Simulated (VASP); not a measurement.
OSZICAR of a VASP run on Ga32As31:

OSZICAR:
```
       N       E                     dE             d eps       ncg     rms          rms(c)
DAV:   1     0.150103517392E+04    0.15010E+04   -0.90100E+04   314   0.112E+03
DAV:   2    -0.646441880142E+02   -0.15657E+04   -0.15090E+04   399   0.201E+02
DAV:   3    -0.253911749545E+03   -0.18927E+03   -0.18455E+03   372   0.712E+01
DAV:   4    -0.261032365129E+03   -0.71206E+01   -0.70530E+01   364   0.145E+01
DAV:   5    -0.261240470271E+03   -0.20811E+00   -0.20728E+00   412   0.229E+00    0.204E+01
RMM:   6    -0.256165033782E+03    0.50754E+01   -0.76397E+00   314   0.380E+00    0.118E+01
RMM:   7    -0.255533703775E+03    0.63133E+00   -0.10288E+01   314   0.427E+00    0.291E+00
RMM:   8    -0.255431939671E+03    0.10176E+00   -0.16224E+00   314   0.220E+00    0.866E-01
RMM:   9    -0.255394617499E+03    0.37322E-01   -0.19305E-01   317   0.730E-01    0.296E-01
RMM:  10    -0.255397516810E+03   -0.28993E-02   -0.23227E-02   328   0.290E-01    0.128E-01
RMM:  11    -0.255399565690E+03   -0.20489E-02   -0.74569E-03   321   0.166E-01    0.922E-02
RMM:  12    -0.255399398284E+03    0.16741E-03   -0.24879E-03   315   0.802E-02    0.243E-02
RMM:  13    -0.255399462856E+03   -0.64572E-04   -0.54568E-04   323   0.423E-02    0.154E-02
RMM:  14    -0.255399469567E+03   -0.67116E-05   -0.15341E-04   314   0.182E-02    0.972E-03
RMM:  15    -0.255399464394E+03    0.51729E-05   -0.20606E-05   200   0.763E-03
   1 F= -.25539946E+03 E0= -.25539946E+03  d E =-.255399E+03
       N       E                     dE             d eps       ncg     rms          rms(c)
DAV:   1    -0.255487464848E+03   -0.87995E-01   -0.25742E+00   356   0.299E+00    0.606E-01
RMM:   2    -0.255503643547E+03   -0.16179E-01   -0.20540E-01   314   0.801E-01    0.190E-01
RMM:   3    -0.255506236174E+03   -0.25926E-02   -0.30230E-02   330   0.310E-01    0.111E-01
RMM:   4    -0.255506319245E+03   -0.83071E-04   -0.45808E-03   319   0.123E-01    0.422E-02
RMM:   5    -0.255506436213E+03   -0.11697E-03   -0.12339E-03   347   0.576E-02    0.225E-02
RMM:   6    -0.255506454223E+03   -0.18009E-04   -0.20309E-04   326   0.241E-02    0.861E-03
RMM:   7    -0.255506457965E+03   -0.37419E-05   -0.40438E-05   217   0.112E-02
   2 F= -.25550646E+03 E0= -.25550646E+03  d E =-.106994E+00
       N       E                     dE             d eps       ncg     rms          rms(c)
DAV:   1    -0.255512202225E+03   -0.57480E-02   -0.34317E-01   340   0.109E+00    0.221E-01
RMM:   2    -0.255514321803E+03   -0.21196E-02   -0.26997E-02   314   0.291E-01    0.691E-02
RMM:   3    -0.255514657865E+03   -0.33606E-03   -0.39312E-03   330   0.113E-01    0.401E-02
RMM:   4    -0.255514665650E+03   -0.77843E-05   -0.56674E-04   317   0.443E-02    0.149E-02
RMM:   5    -0.255514680220E+03   -0.14571E-04   -0.14974E-04   327   0.207E-02    0.798E-03
RMM:   6    -0.255514682419E+03   -0.21986E-05   -0.22835E-05   206   0.855E-03
   3 F= -.25551468E+03 E0= -.25551468E+03  d E =-.115218E+00
       N       E                     dE             d eps       ncg     rms          rms(c)
DAV:   1    -0.255520747634E+03   -0.60674E-02   -0.12351E-01   340   0.677E-01    0.142E-01
RMM:   2    -0.255521354492E+03   -0.60686E-03   -0.93184E-03   314   0.177E-01    0.467E-02
RMM:   3    -0.255521450879E+03   -0.96387E-04   -0.14385E-03   320   0.719E-02    0.275E-02
RMM:   4    -0.255521449864E+03    0.10152E-05   -0.26178E-04   319   0.294E-02    0.992E-03
RMM:   5    -0.255521456133E+03   -0.62698E-05   -0.66051E-05   266   0.140E-02
   4 F= -.25552146E+03 E0= -.25552146E+03  d E =-.677371E-02
       N       E                     dE             d eps       ncg     rms          rms(c)
DAV:   1    -0.255522567390E+03   -0.11175E-02   -0.63171E-02   348   0.484E-01    0.102E-01
RMM:   2    -0.255522890571E+03   -0.32318E-03   -0.48438E-03   314   0.128E-01    0.340E-02
RMM:   3    -0.255522943642E+03   -0.53072E-04   -0.76475E-04   323   0.522E-02    0.204E-02
RMM:   4    -0.255522943143E+03    0.49952E-06   -0.13357E-04   318   0.213E-02    0.713E-03
RMM:   5    -0.255522946616E+03   -0.34731E-05   -0.34549E-05   227   0.102E-02
   5 F= -.25552295E+03 E0= -.25552295E+03  d E =-.826420E-02
       N       E                     dE             d eps       ncg     rms          rms(c)
DAV:   1    -0.255523987712E+03   -0.10446E-02   -0.25841E-02   340   0.305E-01    0.593E-02
RMM:   2    -0.255524120542E+03   -0.13283E-03   -0.17812E-03   314   0.778E-02    0.192E-02
RMM:   3    -0.255524144594E+03   -0.24052E-04   -0.29410E-04   333   0.315E-02    0.122E-02
RMM:   4    -0.255524145280E+03   -0.68597E-06   -0.40587E-05   232   0.122E-02
   6 F= -.25552415E+03 E0= -.25552415E+03  d E =-.119866E-02
       N       E                     dE             d eps       ncg     rms          rms(c)
DAV:   1    -0.255524377467E+03   -0.23287E-03   -0.26338E-02   348   0.308E-01    0.598E-02
RMM:   2    -0.255524515848E+03   -0.13838E-03   -0.18448E-03   314   0.792E-02    0.196E-02
RMM:   3    -0.255524543001E+03   -0.27153E-04   -0.31564E-04   333   0.324E-02    0.128E-02
RMM:   4    -0.255524544231E+03   -0.12300E-05   -0.43176E-05   235   0.126E-02
   7 F= -.25552454E+03 E0= -.25552454E+03  d E =-.159761E-02
       N       E                     dE             d eps       ncg     rms          rms(c)
DAV:   1    -0.255525309748E+03   -0.76675E-03   -0.29321E-02   340   0.322E-01    0.507E-02
RMM:   2    -0.255525434145E+03   -0.12440E-03   -0.14890E-03   314   0.720E-02    0.186E-02
RMM:   3    -0.255525461602E+03   -0.27458E-04   -0.25805E-04   331   0.299E-02    0.130E-02
RMM:   4    -0.255525463950E+03   -0.23478E-05   -0.35469E-05   218   0.116E-02
   8 F= -.25552546E+03 E0= -.25552546E+03  d E =-.919719E-03
```

Which electronic solver shows in the log?

It is blocked Davidson (ALGO = Normal, or the opening steps of other solvers) and then RMM-DIIS (ALGO = Fast or VeryFast). The INCAR had ALGO = Fast.

Can the final energy be trusted as converged?

The run converged. It stopped with EDIFF = 1E-5, NELM = 100, NSW = 60 and EDIFFG = -0.03 after 8 ionic steps (PBE GGA, plane waves, VASP's PBE PAW potentials (set 64)). The cell is charged, with a uniform compensating background. The supercell is sampled at Γ alone, which is coarse: total energies, pressure and levels can be off, energies of defects by several tenths of an eV.

The cell is a supercell with a defect, built from GaAs (zinc blende): vac_As, charge +1. The run is not spin-polarised, so no state with unpaired spins was tried.
